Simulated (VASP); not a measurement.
# TiOs (Pm-3m) in VASP: notebook, part 3 of 3

VASP 6.6.1.

## 4. Single point, LDA (cell and atoms relaxed tightly for response)

INCAR

```
SYSTEM = TiOs
ALGO = Fast
EDIFF = 1E-7
ENCUT = 520
GGA = CA
ISIF = 2
ISMEAR = -1
LASPH = .True.
LCHARG = .False.
LREAL = .False.
LWAVE = .False.
NBANDS = 17
NELM = 60
PREC = Accurate
SIGMA = 0.15
```

KPOINTS

```
k-points
0
Gamma
  14 14 14
  0 0 0
```

POSCAR

```
TiOs
1.0
    3.0397729287      0.0000000000      0.0000000000
    0.0000000000      3.0397729287      0.0000000000
    0.0000000000      0.0000000000      3.0397729287
Ti Os
1 1
Direct
    0.5000000000      0.5000000000      0.5000000000
    0.0000000000      0.0000000000      0.0000000000
```

Potentials or basis: VASP PAW LDA potentials, release 64 (Ti_sv, Os).

Command:

```
cat potpaw_LDA.64/Ti_sv/POTCAR potpaw_LDA.64/Os/POTCAR > POTCAR
mpirun -np 1 vasp_std > vasp.out
```

OUTCAR:

```text
SYSTEM = TiOs
   EDIFF = 1E-7
   ENCUT = 520
   GGA = CA
   ISIF = 2
   ISMEAR = -1
   LASPH = .True.
   LREAL = .False.
   NELM = 60
   PREC = Accurate

 ion  position               nearest neighbor table
   1  0.500  0.500  0.500-   2 2.63   2 2.63   2 2.63   2 2.63   2 2.63   2 2.63   2 2.63   2 2.63

   2  0.000  0.000  0.000-   1 2.63   1 2.63   1 2.63   1 2.63   1 2.63   1 2.63   1 2.63   1 2.63

  LATTYP: Found a simple cubic cell.
 ALAT       =     3.0397729287

  Lattice vectors:

 A1 = (   3.0397729287,   0.0000000000,   0.0000000000)
 A2 = (   0.0000000000,   3.0397729287,   0.0000000000)
 A3 = (   0.0000000000,   0.0000000000,   3.0397729287)

Analysis of symmetry for initial positions (statically):
=====================================================================
 Subroutine PRICEL returns:
 Original cell was already a primitive cell.

 Routine SETGRP: Setting up the symmetry group for a
 simple cubic supercell.

 Subroutine GETGRP returns: Found 48 space group operations
 (whereof 48 operations were pure point group operations)
 out of a pool of 48 trial point group operations.

The static configuration has the point symmetry O_h .

Analysis of symmetry for dynamics (positions and initial velocities):
=====================================================================
 Subroutine PRICEL returns:
 Original cell was already a primitive cell.

 Routine SETGRP: Setting up the symmetry group for a
 simple cubic supercell.

 Subroutine GETGRP returns: Found 48 space group operations
 (whereof 48 operations were pure point group operations)
 out of a pool of 48 trial point group operations.

The dynamic configuration has the point symmetry O_h .

 Subroutine INISYM returns: Found 48 space group operations
 (whereof 48 operations are pure point group operations),
 and found     1 'primitive' translations

----------------------------------------------------------------------------------------

                                     Primitive cell

  volume of cell :      28.0882

  direct lattice vectors                    reciprocal lattice vectors
     3.039772929  0.000000000  0.000000000     0.328971941  0.000000000  0.000000000
     0.000000000  3.039772929  0.000000000     0.000000000  0.328971941  0.000000000
     0.000000000  0.000000000  3.039772929     0.000000000  0.000000000  0.328971941

  length of vectors
     3.039772929  3.039772929  3.039772929     0.328971941  0.328971941  0.328971941

  position of ions in fractional coordinates (direct lattice)
     0.500000000  0.500000000  0.500000000
     0.000000000  0.000000000  0.000000000

  ion indices of the primitive-cell ions
   primitive index   ion index
                 1           1
                 2           2

----------------------------------------------------------------------------------------

 KPOINTS: k-points

Automatic generation of k-mesh.
 Grid dimensions read from file:
 generate k-points for:   14   14   14

 Generating k-lattice:

  Cartesian coordinates                     Fractional coordinates (reciprocal lattice)
     0.023497996  0.000000000  0.000000000     0.071428571  0.000000000  0.000000000
     0.000000000  0.023497996  0.000000000     0.000000000  0.071428571  0.000000000
     0.000000000  0.000000000  0.023497996     0.000000000  0.000000000  0.071428571

  Length of vectors
     0.023497996  0.023497996  0.023497996

  Shift w.r.t. Gamma in fractional coordinates (k-lattice)
     0.000000000  0.000000000  0.000000000

 Subroutine IBZKPT returns following result:
 ===========================================

 Found    120 irreducible k-points:

 Following reciprocal coordinates:
            Coordinates               Weight
  0.000000  0.000000  0.000000      1.000000
  0.071429  0.000000  0.000000      6.000000
  0.142857  0.000000  0.000000      6.000000
  0.214286  0.000000  0.000000      6.000000
  0.285714  0.000000  0.000000      6.000000
  0.357143  0.000000  0.000000      6.000000
[... 16 lines left out ...]
  0.285714  0.214286  0.000000     24.000000
  0.357143  0.214286  0.000000     24.000000
 [... further k-points ...]
   k-points           NKPTS =    120   k-points in BZ     NKDIM =    120   number of bands    NBANDS=     17
   number of dos      NEDOS =    301   number of ions     NIONS =      2
   total plane-waves  NPLWV =  13824
   dimension x,y,z NGX =    24 NGY =   24 NGZ =   24
   dimension x,y,z NGXF=    48 NGYF=   48 NGZF=   48
   ions per type =               1   1
   NGX,Y,Z   is equivalent  to a cutoff of  13.13, 13.13, 13.13 a.u.
   NGXF,Y,Z  is equivalent  to a cutoff of  26.25, 26.25, 26.25 a.u.
 SYSTEM =  TiOs
   PREC   = accura    normal or accurate (medium, high low for compatibility)
   ISTART =      0    job   : 0-new  1-cont  2-samecut
   ICHARG =      2    charge: 1-file 2-atom 10-const
   ISPIN  =      1    spin polarized calculation?
   LNONCOLLINEAR =      F non collinear calculations
   LSORBIT =      F    spin-orbit coupling
   LASPH  =      T    aspherical Exc in radial PAW
   ENCUT  =  520.0 eV  38.22 Ry    6.18 a.u.   5.65  5.65  5.65*2*pi/ulx,y,z
   NELM   =     60;   NELMIN=  2; NELMDL= -5     # of ELM steps
   EDIFF  = 0.1E-06   stopping-criterion for ELM
   LREAL  =      F    real-space projection
   EDIFFG = 0.1E-05   stopping-criterion for IOM
   NSW    =      0    number of steps for IOM
   IBRION =     -1    ionic relax: 0-MD 1-quasi-New 2-CG
   NFREE  =      0    steps in history (QN), initial steepest desc. (CG)
   ISIF   =      2    stress and relaxation
   ISYM   =      2    0-nonsym 1-usesym 2-fastsym
   POTIM  = 0.5000    time-step for ionic-motion
   TEBEG  =    0.0;   TEEND  =   0.0 temperature during run
   PSTRESS=    0.0 pullay stress
   NELECT =      20.0000    total number of electrons
   NUPDOWN=      -1.0000    fix difference up-down
   EMIN   =  10.00;   EMAX   =-10.00  energy-range for DOS
   EFERMI =   0.00;   METHOD = LEGACY
   ISMEAR =    -1;   SIGMA  =   0.15  broadening in eV -4-tet -1-fermi 0-gaus
   EFERMI_NEDOS =   21; number of points for ismear=-14 and -15
   IALGO  =     68    algorithm
   IMIX   =      4    mixing-type and parameters
     AMIX     =   0.40;   BMIX     =  1.00
     AMIX_MAG =   1.60;   BMIX_MAG =  1.00
  volume/ion in A,a.u.               =      14.04        94.77
  Fermi-wavevector in a.u.,A,eV,Ry     =   1.461875  2.762544 29.076734  2.137080
  Thomas-Fermi vector in A             =   2.578155
   LORBIT       =      0    0 simple, 1 ext, 2 COOP (PROOUT), +10 PAW based schemes
   GGA     = CA    functional components
   LHFCALC =     F    Hartree Fock is set to
   AEXX    =    0.0000 exact exchange contribution
   IVDW    =     0    specifies the selected vdW correction
   LEPSILON=     F    determine dielectric tensor
   LRPA    =     F    only Hartree local field effects (RPA)
 non-spin polarized calculation
 RMM-DIIS sequential band-by-band and
  energy-cutoff  :      520.00
  volume of cell :       28.09
 maximum number of plane-waves:       772
 NGX is ok and might be reduce to    24
   NGX = 11   NGY = 11   NGZ = 11

 number of electron      20.0000005 magnetization

 Free energy of the ion-electron system (eV)
  ---------------------------------------------------
  ext. energy  EPLUGINS =         0.00000000
  ---------------------------------------------------
  free energy    TOTEN  =       -22.70282034 eV

  energy without entropy =      -22.66548677  energy(sigma->0) =      -22.68415356

 E-fermi :   9.8086     XC(G=0): -13.5310

 val. band max:        9.7891313346   @ k =   0.5000   0.4286   0.0000
 cond. band min:       9.8540275329   @ k =   0.5000   0.1429   0.0000
 fundamental gap:      0.0648961983
 Fermi energy:         9.8085541571

 k-point     1 :       0.0000    0.0000    0.0000
  band No.  band energies     occupation
      1     -46.4541      2.00000
      2     -22.9753      2.00000
      3     -22.9753      2.00000
      4     -22.9753      2.00000
      5       1.1389      2.00000
      6       4.2046      2.00000
[... 9 lines left out ...]
     16      19.1318      0.00000
     17      19.1318      0.00000
[... 441 lines left out ...]
 k-point    24 :       0.3571    0.2143    0.0000
  band No.  band energies     occupation
      1     -46.4178      2.00000
      2     -23.1931      2.00000
      3     -23.0644      2.00000
      4     -22.9606      2.00000
      5       3.8686      2.00000
      6       5.3728      2.00000
[... 9 lines left out ...]
     16      15.1604      0.00000
     17      21.0742      0.00000

 [... further k-points ...]

------------------------ aborting loop because EDIFF is reached ----------------------------------------

  FORCE on cell =-STRESS in cart. coord.  units (eV):
  Direction    XX          YY          ZZ          XY          YZ          ZX
  --------------------------------------------------------------------------------------
  -------------------------------------------------------------------------------------
  Total        0.0724187      0.0724187      0.0724187      0.0000000      0.0000000      0.0000000
  in kB        4.1308342      4.1308342      4.1308342      0.0000000      0.0000000      0.0000000
  external PRESSURE =       4.1308342 kB  Pullay stress =       0.0000000 kB

 VOLUME and BASIS-vectors are now :
 -----------------------------------------------------------------------------
  energy-cutoff  :      520.00
  volume of cell :       28.09
      direct lattice vectors                 reciprocal lattice vectors
     3.039772929  0.000000000  0.000000000     0.328971941  0.000000000  0.000000000
     0.000000000  3.039772929  0.000000000     0.000000000  0.328971941  0.000000000
     0.000000000  0.000000000  3.039772929     0.000000000  0.000000000  0.328971941

 POSITION                                       TOTAL-FORCE (eV/Angst)
 -----------------------------------------------------------------------------------
      1.51989      1.51989      1.51989         0.000000      0.000000      0.000000
      0.00000      0.00000      0.00000         0.000000      0.000000      0.000000
 -----------------------------------------------------------------------------------
    total drift:                                0.000000      0.000000     -0.000000

  FREE ENERGIE OF THE ION-ELECTRON SYSTEM (eV)
  ---------------------------------------------------
  free  energy   TOTEN  =       -22.7028203426 eV

  energy  without entropy=      -22.6654867707  energy(sigma->0) =      -22.68415356
```

OSZICAR:

```text
N       E                     dE             d eps       ncg     rms          rms(c)
DAV:   1     0.173796981982E+03    0.17380E+03   -0.10430E+04  4168   0.136E+03
DAV:   2    -0.918641659154E+01   -0.18298E+03   -0.17566E+03  4340   0.384E+02
DAV:   3    -0.241518022402E+02   -0.14965E+02   -0.14725E+02  6268   0.100E+02
[... 25 lines left out ...]
RMM:  29    -0.227028196703E+02   -0.21649E-06   -0.25648E-06  3539   0.488E-03    0.153E-03
RMM:  30    -0.227028199758E+02   -0.30558E-06   -0.33399E-06  3970   0.483E-03    0.710E-04
RMM:  31    -0.227028200986E+02   -0.12281E-06   -0.14667E-06  3625   0.411E-03    0.198E-04
RMM:  32    -0.227028202687E+02   -0.17007E-06   -0.18445E-06  3152   0.334E-03    0.193E-04
RMM:  33    -0.227028203426E+02   -0.73839E-07   -0.87110E-07  3100   0.305E-03
   1 F= -.22702820E+02 E0= -.22684154E+02  d E =-.373336E-01
```

Wall time 48 s (1 thread of Intel Xeon Platinum 8559C (Emerald Rapids), shared host); peak memory 0.18 GiB.

Results:

```
Free energy            : -22.7028 eV
Pressure               : 0.4 GPa
Band gap on the k mesh : none (metal or under the smearing width)
```

The run has no spin-orbit coupling, so splittings on Os are missing.

## 5. Relaxation of cell and atoms, LDA (cell and atoms relaxed tightly for response)

INCAR

```
PREC = Accurate ; ENCUT = 600
EDIFF = 1E-6 ; ISMEAR = -1
SIGMA = 0.15 ; LREAL = False
LASPH = True ; NELM = 60
ALGO = Fast ; ISIF = 3
LWAVE = False ; LCHARG = False
IBRION = 2 ; NSW = 80
EDIFFG = -0.001
```

KPOINTS

```
regular mesh
0
Gamma
  14 14 14
```

POSCAR

```
TiOs
1.0
    3.0398976908      0.0000000000      0.0000000000
    0.0000000000      3.0398976908      0.0000000000
    0.0000000000      0.0000000000      3.0398976908
Ti Os
1 1
Direct
    0.5000000000      0.5000000000      0.5000000000
    0.0000000000      0.0000000000      0.0000000000
```

Command:

```
cat potpaw_LDA.64/Ti_sv/POTCAR potpaw_LDA.64/Os/POTCAR > POTCAR
mpirun -np 1 vasp_std > vasp.out
```

Run time: 2.6 min. Hardware: 1 thread of Intel Xeon 6975P-C (Granite Rapids), shared host; peak memory 0.19 GiB.

The run converged. Its results:

```yaml
Free_energy: -22.7045 eV
Relaxed_volume: 14.07 Å³/atom
Relaxed_cell: a = 3.042 Å, b = 3.042 Å, c = 3.042 Å, α = 90.00°, β = 90.00°, γ = 90.00°
Space_group_after_relaxing_to_0.05_Å: Pm-3m (No. 221)
Energy_gained_by_relaxing: 0.0 meV/atom
Ionic_steps: 13
Pressure_after_relaxing: 0.0 GPa
Band_gap_on_the_k_mesh: none (metal or under the smearing width)
```

Final structure:
```yaml
crystal:
  lattice:
    - [3.04177, 0.00000, 0.00000]
    - [0.00000, 3.04177, 0.00000]
    - [0.00000, 0.00000, 3.04177]
  atoms:
    - { symbol: Ti, position: [0.50000, 0.50000, 0.50000] }
    - { symbol: Os, position: [0.00000, 0.00000, 0.00000] }
```

Levels at points of the mesh, in eV from the Fermi level:
| k point | band 7 | band 8 | band 9 | band 10 | band 11 | band 12 | band 13 | band 14 |
| --- | --- | --- | --- | --- | --- | --- | --- | --- |
| (0.00, 0.00, 0.00) | -5.59 | -1.44 | -1.44 | -1.44 | 1.85 | 1.85 | 3.82 | 3.82 |
| (0.50, 0.00, 0.00) | -3.42 | -1.73 | -1.73 | -1.03 | -0.14 | 0.63 | 0.63 | 2.05 |
| (0.50, 0.50, 0.00) | -3.37 | -3.37 | 1.09 | 1.09 | 1.13 | 1.22 | 2.18 | 2.98 |
| (0.50, 0.50, 0.50) | -3.79 | -1.63 | -1.63 | -1.63 | 1.34 | 1.34 | 3.06 | 3.06 |

## 6. Overview

```csv
task,cell,cutoff (eV),smearing,gap on the mesh (eV),pressure (GPa),relaxed volume (Å³/atom)
single point,as given,520,gaussian 0.1 eV,none,0.4,-
relaxation of cell and atoms,relaxed,600,gaussian 0.1 eV,none,0.0,14.07
single point,cell and atoms relaxed tightly for response,520,fermi-dirac 0.15 eV,none,0.4,-
relaxation of cell and atoms,relaxed from: cell and atoms relaxed tightly for response,600,fermi-dirac 0.15 eV,none,0.0,14.07
```

Alike in all rows: level LDA; potentials or basis VASP PAW LDA potentials, release 64 (Ti_sv, Os); no spin polarisation; k mesh 14 × 14 × 14.

Absolute energies hang on the potentials; compare differences alone.
